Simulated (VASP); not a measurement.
Wanted: the native input for a VASP 6.6.1 run.

- Task: relaxation of cell and atoms
- Functional: PBE
- Potentials or basis: VASP PAW PBE potentials, release 64 (In, Se)
- Cutoff: 300 eV
- k mesh: 5 × 5 × 1
- Occupations: gaussian, width 0.03 eV
- Spin: no spin polarisation
- Further INCAR settings: ALGO = Normal; EDIFF = 1e-06; IBRION = 2; EDIFFG = -0.01; NSW = 90; ISIF = 3

The structure of InSe lies in POSCAR:

```
InSe
1.0
    4.0500000000      0.0000000000      0.0000000000
   -2.0250000000      3.5074028853      0.0000000000
    0.0000000000      0.0000000000     16.9300000000
In Se
4 4
Direct
    0.3333333333      0.6666666667      0.1570000000
    0.6666666667      0.3333333333      0.6570000000
    0.3333333333      0.6666666667      0.3430000000
    0.6666666667      0.3333333333      0.8430000000
    0.3333333333      0.6666666667      0.6020000000
    0.6666666667      0.3333333333      0.1020000000
    0.3333333333      0.6666666667      0.8980000000
    0.6666666667      0.3333333333      0.3980000000
```

The input as run:

INCAR

```
ALGO     = Normal         # electronic algorithm
EDIFF    = 1E-6           # SCF threshold, eV
EDIFFG   = -0.01          # ionic threshold
ENCUT    = 300            # plane-wave cutoff, eV
GGA      = PE             # functional
IBRION   = 2              # ionic algorithm
ISIF     = 3              # what is computed and relaxed
ISMEAR   = 0              # smearing method
KPAR     = 2            
LASPH    = T              # aspherical terms in the spheres
LCHARG   = F              # write CHGCAR
LREAL    = F              # projectors in reciprocal space
LWAVE    = F              # write WAVECAR
NELM     = 80             # most SCF steps
NSW      = 90             # ionic steps
PREC     = Accurate       # precision mode
SIGMA    = 0.03           # smearing width, eV
```

KPOINTS

```
k-points
0
Gamma
  5 5 1
```

Potentials or basis: VASP PAW PBE potentials, release 64 (In, Se).

Command:

```console
$ cat potpaw_PBE.64/In/POTCAR potpaw_PBE.64/Se/POTCAR > POTCAR
$ mpirun -np 2 vasp_std > vasp.out
```

Results of the run:

```
Relaxed volume                         : 33.78 Å³/atom
Relaxed cell                           : a = 4.099 Å, b = 4.099 Å, c = 18.570 Å, α = 90.00°, β = 90.00°, γ = 120.00°
Space group after relaxing (to 0.05 Å) : P6_3/mmc (No. 194)
Energy gained by relaxing              : 275.4 meV/atom
Ionic steps                            : 30
Pressure after relaxing                : 0.0 GPa
Largest force after relaxing           : 0.007 eV/Å
Band gap on the k mesh                 : 0.74 eV, direct
```

Caveat: spin-orbit coupling is left out, which moves the levels of the heavy elements; this functional lacks dispersion, which binds the layers, so the pressure and a relaxed spacing across them are unreliable; the volume moved by +12 % from the deposited cell, more than functionals usually miss.

It took 2.7 min on 2 MPI ranks on AMD EPYC 9R45 96-Core Processor (Zen 5), on a shared host, peak memory 0.2 GiB a rank.
